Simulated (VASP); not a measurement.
Given:

```xyz
6
Lattice="-2.1926 2.1926 5.5114 2.1926 -2.1926 5.5114 2.1926 2.1926 -5.5114" Properties=species:S:1:pos:R:3 pbc="T T T"
Ca     0.0000     0.0000     5.5114
Ca     2.1926     0.0000     2.7557
F      0.0000     0.0000     3.2175
F      2.1926     0.0000     0.4619
F      2.1926     0.0000     5.0495
F      0.0000     0.0000     7.8052
```

All values below come from PBE GGA, VASP's PBE PAW potentials (set 64) (plane waves; VASP 6.6.1). Numerical set-up: 400 eV cut-off, 5×5×5 Γ-centred mesh, Gaussian smearing of 0.10 eV, potentials Ca_sv F.

At this cut-off the stress carries a Pulay error, which pulls relaxed volumes low.

Question: Which forces act on the atoms, in eV/Å?

Answer: 
```json
[
 {"atom": "Ca1", "Fx": "0.000", "Fy": "0.000", "Fz": "0.000"},
 {"atom": "Ca2", "Fx": "0.000", "Fy": "0.000", "Fz": "0.000"},
 {"atom": "F3", "Fx": "0.000", "Fy": "0.000", "Fz": "0.104"},
 {"atom": "F4", "Fx": "0.000", "Fy": "0.000", "Fz": "0.104"},
 {"atom": "F5", "Fx": "0.000", "Fy": "0.000", "Fz": "-0.104"},
 {"atom": "F6", "Fx": "0.000", "Fy": "0.000", "Fz": "-0.104"}
]
```

Question: Give the stress tensor in GPa (positive for a compressed cell).

Answer: 
```
-4.42   0.00   0.00
 0.00  -4.42   0.00
 0.00   0.00  -3.84
```
The pressure is its mean diagonal, -4.23 GPa.

The structure was generated: CaF2 was put into an ordered model structure, which need not be its known phase. The cell was not relaxed at this level.
